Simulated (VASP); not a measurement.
Output of a VASP run:

File OSZICAR:
```
       N       E                     dE             d eps       ncg     rms          rms(c)
DAV:   1     0.568083308854E+00    0.56808E+00   -0.72810E+02  1665   0.417E+02
DAV:   2    -0.192368543177E+01   -0.24918E+01   -0.24375E+01  2380   0.611E+01
DAV:   3    -0.204534740264E+01   -0.12166E+00   -0.12083E+00  2115   0.943E+00
DAV:   4    -0.204793361766E+01   -0.25862E-02   -0.25688E-02  2075   0.118E+00
DAV:   5    -0.204796711084E+01   -0.33493E-04   -0.33405E-04  2075   0.111E-01    0.199E-01
DAV:   6    -0.204710319249E+01    0.86392E-03   -0.44628E-04  2885   0.133E-01    0.116E-01
DAV:   7    -0.204672798120E+01    0.37521E-03   -0.10469E-03  3110   0.206E-01    0.333E-02
DAV:   8    -0.204672859585E+01   -0.61465E-06   -0.15164E-05  1800   0.592E-02    0.209E-03
DAV:   9    -0.204672905823E+01   -0.46238E-06   -0.16506E-06  1985   0.168E-02    0.103E-03
DAV:  10    -0.204672909004E+01   -0.31810E-07   -0.13311E-07   960   0.356E-03
   1 F= -.20467291E+01 E0= -.20467291E+01  d E =0.000000E+00
```

OUTCAR:
```
------------------------ aborting loop because EDIFF is reached ----------------------------------------
  FORCE on cell =-STRESS in cart. coord.  units (eV):
  Direction    XX          YY          ZZ          XY          YZ          ZX
  --------------------------------------------------------------------------------------
  Total       -0.0106622     -0.0106622     -0.0106622      0.0000000     -0.0000000      0.0000000
  in kB       -0.9032741     -0.9032741     -0.9032741      0.0000000     -0.0000000      0.0000000
  external PRESSURE =      -0.9032741 kB  Pullay stress =       0.0000000 kB
  volume of cell :       18.91
      direct lattice vectors                 reciprocal lattice vectors
     0.000000000  2.114637987  2.114637987    -0.236447091  0.236447091  0.236447091
     2.114637987  0.000000000  2.114637987     0.236447091 -0.236447091  0.236447091
     2.114637987  2.114637987  0.000000000     0.236447091  0.236447091 -0.236447091
 POSITION                                       TOTAL-FORCE (eV/Angst)
 -----------------------------------------------------------------------------------
      0.00000      0.00000      0.00000         0.000000      0.000000      0.000000
 -----------------------------------------------------------------------------------
    total drift:                               -0.000000     -0.000000     -0.000000
  FREE ENERGIE OF THE ION-ELECTRON SYSTEM (eV)
  ---------------------------------------------------
  free  energy   TOTEN  =        -2.0467290900 eV

  energy  without entropy=       -2.0467290900  energy(sigma->0) =       -2.04672909

 total charge

# of ion       s       p       d       tot
------------------------------------------
    1        2.034   0.054   0.000   2.088
```
(Selected blocks of OUTCAR.)

### POSCAR
```
Li
1
    0.0000000000     2.1146379867     2.1146379867
    2.1146379867     0.0000000000     2.1146379867
    2.1146379867     2.1146379867     0.0000000000
Li
1
Direct
  0.0000000000   0.0000000000   0.0000000000
```

Question: Reconstruct the remaining input files.

Answer: This is not unique; one that fits is the input of the run itself, LDA (Ceperley-Alder, Perdew-Zunger), plane waves, VASP's LDA PAW potentials (set 64).

KPOINTS:
```
Automatic mesh
0
Gamma
17 17 17
0 0 0
```

INCAR:
```
! general
SYSTEM = Li
PREC   = Accurate
ENCUT  = 520
LREAL  = .False.
LASPH  = .True.

! electronic loop
EDIFF  = 1E-7
NELM   = 100
ALGO   = Normal

! smearing
ISMEAR = -5

! ions
ISIF   = 2

! output
LWAVE  = .False.
LCHARG = .True.
LORBIT = 11
NEDOS  = 601
```

POTCAR, in this order: Li_sv (LDA.64 set). Program: vasp_std.

For a metal the tetrahedron method with Blöchl corrections gives inexact stress and forces.

The structure comes from a computed database's Li entry (Fm-3m); how it stands against other phases isn't given here. It was relaxed first, which changed the volume by -7 %.
